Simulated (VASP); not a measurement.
Data:

```
CELL_PARAMETERS angstrom
     -3.25089     3.25089     2.89683
      3.25089    -3.25089     2.89683
      3.25089     3.25089    -2.89683
ATOMIC_POSITIONS crystal
  Zr 0.67397 0.17397 0.84794
  Zr 0.32603 0.82603 0.15206
  Zr 0.17397 0.32603 0.50000
  Zr 0.82603 0.67397 0.50000
  Ir 0.75000 0.75000 0.00000
  Ir 0.25000 0.25000 0.00000
```

Computed with PBEsol GGA, VASP's PBE PAW potentials (set 64) (plane waves; VASP). Settings: 300 eV cut-off, 5×5×5 Γ-centred mesh, Fermi-Dirac smearing of 0.10 eV, potentials Zr_sv Ir.

Question: Give the energies of bands 25 to 38 at the high-symmetry points, in eV from the Fermi level.

Answer: 
| band | Γ | X | M | Z | P | N |
|---|---|---|---|---|---|---|
| 25 | -3.00 | -3.02 | -3.04 | -2.86 | -3.04 | -3.19 |
| 26 | -2.14 | -2.97 | -2.66 | -2.72 | -3.04 | -3.19 |
| 27 | -2.14 | -2.05 | -2.58 | -2.57 | -2.72 | -3.05 |
| 28 | -1.38 | -1.77 | -2.58 | -2.57 | -2.72 | -3.05 |
| 29 | -0.63 | -1.03 | -1.94 | -1.99 | -2.28 | -1.71 |
| 30 | -0.63 | -0.96 | -1.94 | -1.99 | -2.28 | -1.71 |
| 31 | -0.21 | -0.58 | -0.51 | -0.71 | -0.22 | -0.42 |
| 32 | 0.43 | -0.58 | -0.34 | -0.36 | -0.22 | -0.42 |
| 33 | 0.43 | 0.20 | -0.34 | -0.36 | -0.10 | -0.04 |
| 34 | 0.52 | 0.25 | -0.13 | -0.15 | -0.10 | -0.04 |
| 35 | 0.52 | 0.36 | 0.01 | 0.15 | 0.39 | 0.56 |
| 36 | 0.52 | 0.45 | 1.22 | 1.26 | 0.39 | 0.56 |
| 37 | 0.62 | 0.55 | 1.22 | 1.26 | 1.21 | 1.35 |
| 38 | 1.43 | 1.52 | 2.07 | 2.09 | 1.21 | 1.35 |

It has no gap at this level: it comes out as a metal or semimetal.

The structure comes from a computed database's Zr2Ir entry (I4/mcm); how it stands against other phases isn't given here. The cell was not relaxed at this level.
